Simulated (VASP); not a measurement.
Runs of VASP 6.6.1 on Cu. The structure is cubic, space group Fm-3m (No. 225). Conventional cell: a = 3.615 Å, b = 3.615 Å, c = 3.615 Å, α = 90.00°, β = 90.00°, γ = 90.00°. Around Cu (site symmetry m-3m) lie 12 Cu at 2.56 Å. 

```csv
level,potentials or basis,gap on the mesh (eV),pressure (GPa),relaxed volume (Å³/atom)
rev-vdW-DF2,"VASP PAW PBE potentials, release 64 (Cu)",none,0.1,(a)
RPBE,"VASP PAW PBE potentials, release 64 (Cu)",none,0.0,12.46
PBE+D3(BJ),"VASP PAW PBE potentials, release 64 (Cu)",none,0.0,11.36
LDA,"VASP PAW LDA potentials, release 64 (Cu)",none,-0.1,(b)
PBE,"VASP PAW PBE potentials, release 64 (Cu)",none,0.1,12.01
```

Alike in all rows: task relaxation of cell and atoms; no spin polarisation; cell relaxed; k mesh 18 × 18 × 18; cutoff (eV) 600; smearing methfessel-paxton 0.1 eV.

Fill in the values left out.

(a) 11.73; (b) 10.95.

Caveats: the PAW data sets were made with another functional, which shifts forces and pressure a little (some runs); pairwise dispersion overbinds metals, which lowers pressure and volume (some runs).

A k mesh can miss the band edges.

A gap of «none» marks a metal or a gap under the smearing width.

Not every run made on this cell is shown here.
